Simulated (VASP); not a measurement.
# How biaxial strain in the (0001) plane changes Co

How do stress and energy of Co follow biaxial strain in the (0001) plane?

Main program and level: VASP 6.6.1; r2SCAN, spin-polarised from a ferromagnetic start; plane waves and PAW (Co), in the first sound run; inputs show where later runs differ.

**1. Starting point**

It takes space group P6_3/mmc (No. 194, hexagonal). The conventional cell has a = 2.510 Å, b = 2.510 Å, c = 4.071 Å, α = 90.00°, β = 90.00°, γ = 120.00°. Nearest to Co lie 12 Co at 2.50 to 2.51 Å.

Coordinates:

```xyz
2
Lattice="2.5100 0.0000 0.0000 -1.2550 2.1737 0.0000 0.0000 0.0000 4.0712" Properties=species:S:1:pos:R:3 pbc="T T T"
Co    0.0000    0.0000    0.0000
Co    0.0000    1.4491    2.0356
```

**2. Relax the crystal, r2SCAN**

The series starts from the cell that this level prefers, so that zero strain is near zero stress.

This step took 2 runs in a row; the last is shown.

Level: r2SCAN, spin-polarised from a ferromagnetic start; plane waves and PAW (Co).

INCAR

```
SYSTEM = Co
PREC = Accurate
ENCUT = 450
EDIFF = 1E-07
NELM = 120
ISMEAR = 1
SIGMA = 0.15
LREAL = .FALSE.
ALGO = Normal
METAGGA = R2SCAN
LASPH = .TRUE.
NBANDS = 18
ISPIN = 2
MAGMOM = 1.6 1.6
LMAXMIX = 4
LORBIT = 11
LWAVE = .FALSE.
LCHARG = .FALSE.
KPAR = 8
IBRION = 2
NSW = 40
ISIF = 3
EDIFFG = -0.005
POTIM = 0.4
```

POSCAR

```
Co
1.0
    2.4714923698      0.0000000000      0.0000000000
   -1.2357461849      2.1403751775      0.0000000000
    0.0000000000      0.0000000000      4.0130509563
Co
2
Direct
    0.0000000000      0.0000000000      0.0000000000
    0.3333333333      0.6666666667      0.5000000000
```

KPOINTS

```
Automatic mesh
0
Gamma
27 27 15
0 0 0
```

The projector-augmented-wave data sets are Co (PBE family, release 64).

Launch:

```console
> mpirun -np 8 vasp_std
```

The log of the run:

```text
[banner, memory and clock lines left out]
running    8 mpi-ranks, on    1 nodes
[...]
|                                                                             |
|           W    W    AA    RRRRR   N    N  II  N    N   GGGG   !!!           |
|           W    W   A  A   R    R  NN   N  II  NN   N  G    G  !!!           |
|           W    W  A    A  R    R  N N  N  II  N N  N  G       !!!           |
|           W WW W  AAAAAA  RRRRR   N  N N  II  N  N N  G  GGG   !            |
|           WW  WW  A    A  R   R   N   NN  II  N   NN  G    G                |
|           W    W  A    A  R    R  N    N  II  N    N   GGGG   !!!           |
|                                                                             |
|     For optimal performance we recommend to set                             |
|       NCORE = 2 up to number-of-cores-per-socket                            |
|     NCORE specifies how many cores store one orbital (NPAR=cpu/NCORE).      |
|     This setting can greatly improve the performance of VASP for DFT.       |
[...]
DAV:   6    -0.264136290884E+02    0.62715E-06   -0.77681E-08 24092   0.256E-03    0.107E-03
DAV:   7    -0.264136291013E+02   -0.12934E-07   -0.18584E-08 22012   0.168E-03
   2 F= -.26413629E+02 E0= -.26413638E+02  d E =-.292443E-06  mag=     3.4741
 trial-energy change:   -0.000000  1 .order   -0.000001   -0.000008    0.000007
 step:   0.5431(harm=  0.5431)  dis= 0.00000  next Energy=   -26.413631 (dE=-0.222E-05)
[...]
N       E                     dE             d eps       ncg     rms          rms(c)
DAV:   1    -0.264136510319E+02   -0.21943E-04   -0.18051E-04 45710   0.247E-01    0.371E-02
DAV:   2    -0.264136321574E+02    0.18874E-04   -0.55667E-05 48288   0.165E-01    0.271E-02
DAV:   3    -0.264136307491E+02    0.14083E-05   -0.50146E-06 50634   0.460E-02    0.108E-02
DAV:   4    -0.264136304540E+02    0.29511E-06   -0.24940E-07 43880   0.661E-03    0.349E-03
DAV:   5    -0.264136303206E+02    0.13333E-06   -0.76705E-08 22320   0.369E-03    0.107E-03
DAV:   6    -0.264136305944E+02   -0.27377E-06   -0.27465E-08 21880   0.144E-03    0.513E-04
DAV:   7    -0.264136305865E+02    0.79513E-08   -0.36635E-09 21816   0.606E-04
   3 F= -.26413631E+02 E0= -.26413638E+02  d E =-.177757E-05  mag=     3.4745
[...]
reached required accuracy - stopping structural energy minimisation
```

Elapsed: 5.8 min, on 8 MPI ranks of Intel Xeon Platinum 8259CL at 2.50GHz (Skylake/Cascade Lake), shared host; peak memory 2.8 GiB; 46 min of CPU time.

The logs omit lines about the potential files and the build; timing stands in the text.

From OUTCAR (step 2):

```text
  Total       -0.0002115     -0.0002115     -0.0024679      0.0000000     -0.0000000      0.0000000
  in kB       -0.0159662     -0.0159662     -0.1863276      0.0000000     -0.0000000      0.0000000
  external PRESSURE =      -0.0727534 kB  Pullay stress =       0.0000000 kB

 POSITION                                       TOTAL-FORCE (eV/Angst)
 -----------------------------------------------------------------------------------
      0.00000      0.00000      0.00000         0.000000     -0.000000      0.000000
     -0.00000      1.42675      2.00624        -0.000000      0.000000      0.000000
 -----------------------------------------------------------------------------------
    total drift:                               -0.000000      0.000000     -0.000000

  FREE ENERGIE OF THE ION-ELECTRON SYSTEM (eV)
  ---------------------------------------------------
  free  energy   TOTEN  =       -26.4136305865 eV

  energy  without entropy=      -26.4136531546  energy(sigma->0) =      -26.41363811

 reached required accuracy - stopping structural energy minimisation

 magnetization (x)
# of ion       s       p       d       tot
------------------------------------------
    1       -0.013  -0.086   1.896   1.797
    2       -0.013  -0.086   1.896   1.797
--------------------------------------------------
tot         -0.025  -0.172   3.792   3.595

[... 3 further parts left out ...]
[key lines of the parts left out:]
E-fermi :  10.6398
```

Numbers from this step:

| Quantity | Value |
| --- | --- |
| energy(sigma→0) of the program | -26.4136 eV |
| stress, compression positive | xx, yy, zz 0.00, 0.00, -0.02 GPa |
| volume | 21.221 Å³ |
| ionic steps | 3 |

**3. Strain along the normal, r2SCAN**

One member in full: the plane is strained by 1 %, and the strain along the normal is moved by secant steps until the normal stress is under 0.012 GPa or five steps are spent; the atoms relax at each step.

This step took 3 runs, each at a new trial strain with the atoms of the one before; the last is shown.

Level: r2SCAN, spin-polarised from a ferromagnetic start; plane waves and PAW (Co).

Edit INCAR of step 2 so:

```diff
@@ -18,7 +18,7 @@
 LCHARG = .FALSE.
-KPAR = 8
-IBRION = 2
-NSW = 40
-ISIF = 3
-EDIFFG = -0.005
-POTIM = 0.4
+KPAR = 2
+IBRION = 1
+NSW = 25
+ISIF = 2
+EDIFFG = -0.004
+POTIM = 0.3
```

POSCAR

```
Co
1.0
    2.4959187140      0.0000000000      0.0000000000
   -1.2479593570      2.1615290120      0.0000000000
    0.0000000000      0.0000000000      3.9867704110
Co
2
Direct
    0.0000000000      0.0000000000      0.0000000000
    0.3333333333      0.6666666667      0.5000000000
```

KPOINTS is that of step 2.

Launch:

```console
> mpirun -np 2 vasp_std
```

The log of the run:

```text
[banner, memory and clock lines left out]
running    2 mpi-ranks, on    1 nodes
[...]
[... a notice as in an earlier step ...]

 LDA part: xc-table for (None), standard interpolation
 POSCAR, INCAR and KPOINTS ok, starting setup
[...]
entering main loop
       N       E                     dE             d eps       ncg     rms          rms(c)
DAV:   1     0.663834475925E+02    0.66383E+02   -0.70925E+03 45008   0.118E+03
DAV:   2    -0.278677860820E+02   -0.94251E+02   -0.85711E+02 43518   0.224E+02
DAV:   3    -0.314577185518E+02   -0.35899E+01   -0.34933E+01 47636   0.573E+01
DAV:   4    -0.315265382568E+02   -0.68820E-01   -0.68768E-01 58104   0.638E+00
[...]
DAV:  17    -0.264075526900E+02    0.11273E-06   -0.25704E-08 22646   0.181E-03    0.224E-04
DAV:  18    -0.264075525694E+02    0.12069E-06   -0.51427E-09 22414   0.615E-04    0.984E-05
DAV:  19    -0.264075525864E+02   -0.17066E-07   -0.10907E-09 22310   0.307E-04
   1 F= -.26407553E+02 E0= -.26407681E+02  d E =-.264076E+02  mag=     3.4725
 BRION: g(F)=  0.150E-44 g(S)=  0.000E+00
 reached required accuracy - stopping structural energy minimisation
```

It took 12 min on 2 MPI ranks; peak memory 0.7 GiB.

Parts of OUTCAR (step 3):

```text
  Total       -0.6367757     -0.6367757     -0.0000507      0.0000000      0.0000000      0.0000000
  in kB      -47.4334066    -47.4334066     -0.0037740      0.0000000      0.0000000      0.0000000
  external PRESSURE =     -31.6235291 kB  Pullay stress =       0.0000000 kB

 POSITION                                       TOTAL-FORCE (eV/Angst)
 -----------------------------------------------------------------------------------
      0.00000      0.00000      0.00000         0.000000     -0.000000      0.000000
     -0.00000      1.44102      1.99339        -0.000000      0.000000      0.000000
 -----------------------------------------------------------------------------------
    total drift:                               -0.000000      0.000000     -0.000000

  FREE ENERGIE OF THE ION-ELECTRON SYSTEM (eV)
  ---------------------------------------------------
  free  energy   TOTEN  =       -26.4075525864 eV

  energy  without entropy=      -26.4079375889  energy(sigma->0) =      -26.40768092

 magnetization (x)
# of ion       s       p       d       tot
------------------------------------------
    1       -0.013  -0.087   1.901   1.801
    2       -0.013  -0.087   1.901   1.801
--------------------------------------------------
tot         -0.027  -0.174   3.802   3.601

[... 2 parts as in an earlier step ...]

[... 2 further parts left out ...]
[key lines of the parts left out:]
E-fermi :  10.4312
```

Numbers from this step:

```
energy(sigma→0) of the program : -26.4077 eV
stress, compression positive   : xx, yy, zz -4.74, -4.74, 0.00 GPa
ionic steps                    : 1
```

**4. All members**

The other members went through these steps as far as the tables show, with the same cutoff and, step by step, the same mesh; 26 runs are not shown. The session took 12 core hours (wall time by ranks) on a shared machine.

| in-plane strain (%) | strain along the normal (%) | in-plane stress, tension positive (GPa) | energy above the unstrained row, extrapolated to no smearing (meV/atom) |
| --- | --- | --- | --- |
| -2.000 | 1.344 | -11.093 | 14.451 |
| -1.500 | 1.002 | -8.129 | 8.063 |
| -1.000 | 0.657 | -5.270 | 3.605 |
| -0.500 | 0.323 | ? | ? |
| 0 | -0.006 | -0.010 | 0.000 |
| 0.500 | -0.323 | 2.434 | 0.698 |
| 1.000 | -0.641 | 4.743 | 2.973 |
| 1.500 | -0.959 | 6.908 | 6.738 |
| 2.000 | -1.267 | 8.933 | 11.914 |

**5. Stress from the known rows**

A least-squares parabola through the 8 rows shown, with e the strain in %: stress = − 0.2694 e² + 5.008 e − 0.001618 (GPa), r.m.s. residual 0.0063 GPa.

For the withheld row, e = -0.5, the fit gives -2.573 GPa.

**6. Prediction against calculation**

The calculation gives -2.572 GPa, so the prediction is 0.001 GPa too low.

Slopes at zero strain, from cubics through all rows: strain ratio -0.649, stress over strain 501 GPa. For (0001) the ratio is −2C₁₃/C₃₃.

**7. Summary of results**

| Quantity | Value |
| --- | --- |
| error of the predicted stress | -0.001 GPa |
| ratio of normal to in-plane strain | -0.649 |
| biaxial modulus | 501 GPa |

In words: As a check, the curvature of the energy gives 495 GPa for the same modulus (energy per volume = M × strain²), 1 % from the slope of the stress; these energies are extrapolated to no smearing, while the stress belongs to the free energy, so part of the difference may come from that. The energy also has a linear term worth 0.16 GPa that the stress column lacks, a mark of the finite basis or of the smearing. These are static values: temperature and zero-point motion are left out. In a metal the slopes also depend on mesh and smearing, which were held through the series.

[Lines on the potential files, build, host, timing and source positions are cut from VASP's logs without a mark.]

[Logs are printed without paths, hosts, clocks, repeated set-up lines and the standing remarks that a program may print on its own settings, such as how far it seeks lower states.]

[Hosts, paths, dates, database ids (printed as entryN), source tags and the programs' standing remarks are cut or masked in the printed files.]

[In band tables of VASP the shares of atoms and orbitals are scaled to a sum of 1 inside the atoms' spheres.]
